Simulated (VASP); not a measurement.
Calculation: PBE GGA, VASP's PBE PAW potentials (set 64) (plane waves; VASP 6.6.1).

VASP ran on this input.

### POSCAR
```
Zn
1.0
  2.6774529878   0.0000000000   0.0000000000
 -1.3387264939   2.3187427391   0.0000000000
  0.0000000000   0.0000000000   4.8652474011
Zn
2
direct
  0.6666670000   0.3333330000   0.7500000000
  0.3333330000   0.6666670000   0.2500000000
```

### INCAR
```
ALGO=Fast
EDIFF=1E-5
EDIFFG=-0.03
ENCUT=400
GGA=PE
IBRION=2
ISIF=2
ISMEAR=1
LASPH=.True.
LCHARG=.False.
LMAXMIX=4
LREAL=.False.
LWAVE=.False.
NELM=100
NELMIN=4
NSW=20
PREC=Normal
SIGMA=0.1
SYSTEM=Zn
```

File KPOINTS:
```
Automatic mesh
0
Gamma
17 17 9
0 0 0
```

POTCAR, in this order: Zn (PBE.64 set). Program: vasp_std.

What VASP printed:

OUTCAR:
```
 ion  position               nearest neighbor table
   1  0.667  0.333  0.750-   2 2.88   2 2.88   2 2.88   2 2.88   2 2.88   2 2.88
   2  0.333  0.667  0.250-   1 2.88   1 2.88   1 2.88   1 2.88   1 2.88   1 2.88
  LATTYP: Found a hexagonal cell.
 ALAT       =     2.6774529878
 C/A-ratio  =     1.8171177695
 Subroutine PRICEL returns:
 Original cell was already a primitive cell.
 Subroutine GETGRP returns: Found 24 space group operations
The static configuration has the point symmetry D_3d.
 The point group associated with its full space group is D_6h.
The dynamic configuration has the point symmetry D_3d.
 Subroutine INISYM returns: Found 24 space group operations
 Subroutine IBZKPT returns following result:
 Found    165 irreducible k-points:

 Following reciprocal coordinates:
            Coordinates               Weight
  0.000000  0.000000  0.000000      1.000000
  0.058824  0.000000  0.000000      6.000000
  0.117647  0.000000  0.000000      6.000000
  0.176471  0.000000  0.000000      6.000000
  0.235294  0.000000  0.000000      6.000000
  0.294118  0.000000  0.000000      6.000000
  0.352941  0.000000  0.000000      6.000000
...
```

**OSZICAR**
```
       N       E                     dE             d eps       ncg     rms          rms(c)
DAV:   1     0.858586878012E+02    0.85859E+02   -0.11069E+04  5392   0.201E+03
DAV:   2    -0.696601566192E-01   -0.85928E+02   -0.84844E+02  5480   0.276E+02
DAV:   3    -0.240949934492E+01   -0.23398E+01   -0.23366E+01  6512   0.568E+01
DAV:   4    -0.241570614534E+01   -0.62068E-02   -0.62066E-02  6328   0.299E+00
DAV:   5    -0.241571561176E+01   -0.94664E-05   -0.94664E-05  6480   0.949E-02    0.405E+00
RMM:   6    -0.221805705037E+01    0.19766E+00   -0.93441E-01  5280   0.133E+01    0.312E+00
RMM:   7    -0.220936185803E+01    0.86952E-02   -0.26717E-02  5280   0.276E+00    0.155E+00
RMM:   8    -0.220434126033E+01    0.50206E-02   -0.63401E-03  5280   0.768E-01    0.106E-01
RMM:   9    -0.220436557944E+01   -0.24319E-04   -0.16892E-03  5280   0.693E-01    0.101E-01
RMM:  10    -0.220432532347E+01    0.40256E-04   -0.29630E-04  5278   0.210E-01    0.664E-03
RMM:  11    -0.220432753409E+01   -0.22106E-05   -0.20289E-05  3199   0.610E-02
   1 F= -.22043275E+01 E0= -.22042594E+01  d E =-.220433E+01
```

OUTCAR:
```
------------------------ aborting loop because EDIFF is reached ----------------------------------------
  FORCE on cell =-STRESS in cart. coord.  units (eV):
  Direction    XX          YY          ZZ          XY          YZ          ZX
  --------------------------------------------------------------------------------------
  Total       -0.0712215     -0.0712215     -0.3248129      0.0000000      0.0000000      0.0000000
  in kB       -3.7778279     -3.7778293    -17.2291779      0.0000000      0.0000000      0.0000000
  external PRESSURE =      -8.2616117 kB  Pullay stress =       0.0000000 kB
  volume of cell :       30.21
      direct lattice vectors                 reciprocal lattice vectors
     2.677452988  0.000000000  0.000000000     0.373489284  0.215634098  0.000000000
    -1.338726494  2.318742739  0.000000000     0.000000000  0.431268197  0.000000000
     0.000000000  0.000000000  4.865247401     0.000000000  0.000000000  0.205539393
 POSITION                                       TOTAL-FORCE (eV/Angst)
 -----------------------------------------------------------------------------------
      1.33873      0.77291      3.64894         0.000000     -0.000000      0.000000
     -0.00000      1.54583      1.21631        -0.000000      0.000000      0.000000
 -----------------------------------------------------------------------------------
    total drift:                               -0.000138      0.000079     -0.000029
  FREE ENERGIE OF THE ION-ELECTRON SYSTEM (eV)
  ---------------------------------------------------
  free  energy   TOTEN  =        -2.2043275341 eV

  energy  without entropy=       -2.2041232025  energy(sigma->0) =       -2.20425942

 reached required accuracy - stopping structural energy minimisation
```
(Selected blocks of OUTCAR.)

The compound is Zn in the hcp structure. It was relaxed first.
